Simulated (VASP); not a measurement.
Given:

```xyz
4
Lattice="3.7779 0.0000 0.0000 0.0000 3.7779 0.0000 0.0000 0.0000 4.6802" Properties=species:S:1:pos:R:3 pbc="T T T"
Sn     1.8889     0.0000     3.5222
Sn     3.7779     1.8889     1.1580
O      1.8889     1.8889     0.0000
O      3.7779     3.7779     0.0000
```

All values below come from MS2 meta-GGA, VASP's PBE PAW potentials (set 64) (plane waves; VASP). Numerical set-up: 520 eV cut-off, 9×9×7 Γ-centred mesh, tetrahedra with Blöchl corrections, potentials Sn_d O.

Question: Give the energies of bands 14 to 23 at the high-symmetry points, in eV from the Fermi level.

Answer: 
| band | Γ | X | M | Z | R | A |
|---|---|---|---|---|---|---|
| 14 | -7.27 | -7.85 | -9.50 | -6.62 | -8.03 | -9.35 |
| 15 | -6.77 | -5.46 | -5.56 | -6.62 | -6.00 | -6.14 |
| 16 | -6.77 | -5.46 | -5.56 | -3.99 | -6.00 | -6.14 |
| 17 | -3.90 | -5.29 | -2.90 | -3.58 | -5.24 | -3.02 |
| 18 | -3.57 | -5.29 | -2.90 | -3.58 | -5.24 | -3.02 |
| 19 | -3.57 | -3.13 | -2.06 | -2.85 | -2.01 | -2.91 |
| 20 | 0.08 | -3.13 | -2.06 | -2.58 | -2.01 | -2.91 |
| 21 | 2.32 | 3.44 | -0.40 | 1.83 | 2.71 | 2.05 |
| 22 | 4.40 | 3.44 | -0.40 | 2.60 | 2.71 | 2.05 |
| 23 | 4.40 | 5.85 | 4.45 | 2.60 | 5.26 | 4.34 |

It has no gap at this level: it comes out as a metal or semimetal.

Measured: gap 0.70 eV (computed value off by -0.70 eV), as given by David Waroquiers et al., Physical Review B (2013), arXiv:1302.6756.

The compound is SnO in the litharge structure. It was relaxed first.
